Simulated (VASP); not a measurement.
An input for Quantum ESPRESSO's pw.x (written as the equivalent of a VASP run, and not itself run):

```
&CONTROL
  calculation = 'scf'
  pseudo_dir = './pseudo'
  outdir = './out'
  tprnfor = .true.
  tstress = .true.
/
&SYSTEM
  ibrav = 0
  nat = 5
  ntyp = 3
  ecutwfc = 62.5
  occupations = 'tetrahedra'
  input_dft = 'pbesol'
/
&ELECTRONS
  conv_thr = 7.3e-09
  electron_maxstep = 100
/
ATOMIC_SPECIES
  Cs 132.905 Cs.upf
  Pb 207.200 Pb.upf
  Br 79.904 Br.upf
CELL_PARAMETERS angstrom
     5.8750823    0.0000000    0.0000000
     0.0000000    5.8750823    0.0000000
    -0.0000000    0.0000000    5.8750823
ATOMIC_POSITIONS crystal
  Cs   0.0000000  0.0000000  0.0000000
  Pb   0.5000000  0.5000000  0.5000000
  Br   0.5000000  0.0000000  0.5000000
  Br   0.0000000  0.5000000  0.5000000
  Br   0.5000000  0.5000000  0.0000000
K_POINTS automatic
  4 4 4 0 0 0
```

**Question.** Translate this input to VASP (INCAR, KPOINTS, POSCAR, choice of POTCAR).

**Answer.** Several could match; the one computed here: 
File POSCAR:
```
CsPbBr3
1
    5.8750823239     0.0000000000     0.0000000000
    0.0000000000     5.8750823239     0.0000000000
   -0.0000000000     0.0000000000     5.8750823239
Cs Pb Br
1 1 3
Direct
  0.0000000000   0.0000000000   0.0000000000
  0.5000000000   0.5000000000   0.5000000000
  0.5000000000   0.0000000000   0.5000000000
  0.0000000000   0.5000000000   0.5000000000
  0.5000000000   0.5000000000   0.0000000000
```

INCAR:
```
ALGO=Normal
EDIFF=1E-7
ENCUT=520
GGA=PS
ISIF=2
ISMEAR=-5
LASPH=.True.
LCHARG=.True.
LEFG=.True.
LMAXMIX=4
LORBIT=11
LREAL=.False.
LWAVE=.False.
NEDOS=601
NELM=100
PREC=Accurate
SYSTEM=CsPbBr3
```

### KPOINTS
```
Regular mesh
0
gamma
  4 4 4
0 0 0
```

POTCAR, in this order: Cs_sv Pb_d Br (PBE.64 set). Program: vasp_std.

What does not carry over: the potentials are each code's own (VASP's PAW set, PseudoDojo norm-conserving files in pw.x), so ENCUT and ecutwfc are chosen apart and not converted; conv_thr bounds pw.x's estimated SCF error, while EDIFF bounds the energy change between steps; the field gradients of LEFG aren't asked of the other code.

The compound is CsPbBr3 in the cubic perovskite structure, the ideal cubic form; the compound distorts at low or room temperature. It was relaxed first.
